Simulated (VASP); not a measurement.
Computed with PBE GGA with D3 dispersion (zero damping), VASP's PBE PAW potentials (set 64) (plane waves; VASP).

Input for VASP

POSCAR:
```
PbS
1
    0.0000000000     2.9837202793     2.9837202793
    2.9837202793     0.0000000000     2.9837202793
    2.9837202793     2.9837202793     0.0000000000
Pb S
1 1
Direct
  0.0000000000   0.0000000000   0.0000000000
  0.5000000000   0.5000000000   0.5000000000
```

INCAR:
```
# general
SYSTEM =PbS
PREC   =Accurate
ENCUT  =520
LREAL  =.False.   # projection in real space or not
LASPH  =.True.

# electronic loop
EDIFF  =1E-7   # SCF stop (eV)
NELM   =100   # most electronic steps
ALGO   =Normal   # blocked Davidson
LMAXMIX=4   # l cut-off of mixed one-centre charges

# smearing
ISMEAR =-5   # tetrahedra, Bloechl

# functional
GGA    =PE
IVDW   =11   # D3, zero damping

# ions
ISIF   =2   # forces and stress, cell fixed

# output
LWAVE  =.False.
LCHARG =.True.
LORBIT =11   # lm-projected
NEDOS  =601   # DOS grid
```

**KPOINTS**
```
Automatic mesh
0
G
9 9 9
```

POTCAR, in this order: Pb_d S (PBE.64 set). Program: vasp_std.

The run wrote:

**OSZICAR**
```
       N       E                     dE             d eps       ncg     rms          rms(c)
DAV:   1     0.161996818861E+03    0.16200E+03   -0.99612E+03  1000   0.149E+03
DAV:   2     0.492539188851E+01   -0.15707E+03   -0.15350E+03  1052   0.359E+02
DAV:   3    -0.885315227711E+01   -0.13779E+02   -0.13691E+02  1296   0.108E+02
DAV:   4    -0.925025738753E+01   -0.39711E+00   -0.39682E+00  1110   0.202E+01
DAV:   5    -0.926457761877E+01   -0.14320E-01   -0.14320E-01  1358   0.367E+00    0.451E+00
DAV:   6    -0.876120661610E+01    0.50337E+00   -0.15543E+00  1460   0.971E+00    0.320E+00
DAV:   7    -0.876249640141E+01   -0.12898E-02   -0.15321E-01  1032   0.223E+00    0.184E+00
DAV:   8    -0.876619622474E+01   -0.36998E-02   -0.16078E-02  1070   0.162E+00    0.250E-01
DAV:   9    -0.876583466578E+01    0.36156E-03   -0.33115E-03  1522   0.581E-01    0.905E-02
DAV:  10    -0.876602006158E+01   -0.18540E-03   -0.35525E-04  1028   0.126E-01    0.492E-02
DAV:  11    -0.876602845639E+01   -0.83948E-05   -0.69467E-05  1236   0.102E-01    0.152E-02
DAV:  12    -0.876602948488E+01   -0.10285E-05   -0.42629E-06  1166   0.221E-02    0.288E-03
DAV:  13    -0.876602953264E+01   -0.47760E-07   -0.15466E-07   948   0.496E-03
   1 F= -.91744665E+01 E0= -.91744665E+01  d E =0.000000E+00
```

OUTCAR:
```
------------------------ aborting loop because EDIFF is reached ----------------------------------------
 Edisp (eV)   -0.40844
  FORCE on cell =-STRESS in cart. coord.  units (eV):
  Direction    XX          YY          ZZ          XY          YZ          ZX
  --------------------------------------------------------------------------------------
  Total       0.01065     0.01065     0.01065     0.00000    -0.00000    -0.00000
  in kB       0.32106     0.32106     0.32106     0.00000    -0.00000    -0.00000
  external pressure =        0.32 kB  Pullay stress =        0.00 kB
  volume of cell :       53.13
      direct lattice vectors                 reciprocal lattice vectors
     0.000000000  2.983720279  2.983720279    -0.167576030  0.167576030  0.167576030
     2.983720279  0.000000000  2.983720279     0.167576030 -0.167576030  0.167576030
     2.983720279  2.983720279  0.000000000     0.167576030  0.167576030 -0.167576030
  FREE ENERGIE OF THE ION-ELECTRON SYSTEM (eV)
  ---------------------------------------------------
  free  energy   TOTEN  =        -9.1744665442 eV

  energy  without entropy=       -9.1744665442  energy(sigma->0) =       -9.17446654

 total charge

# of ion       s       p       d       tot
------------------------------------------
    1        1.488   0.495   9.845  11.829
    2        1.350   2.336   0.000   3.686
--------------------------------------------------
tot          2.838   2.831   9.845  15.514
```
(Selected blocks of OUTCAR.)

The compound is PbS in the rock salt structure. It was relaxed first.
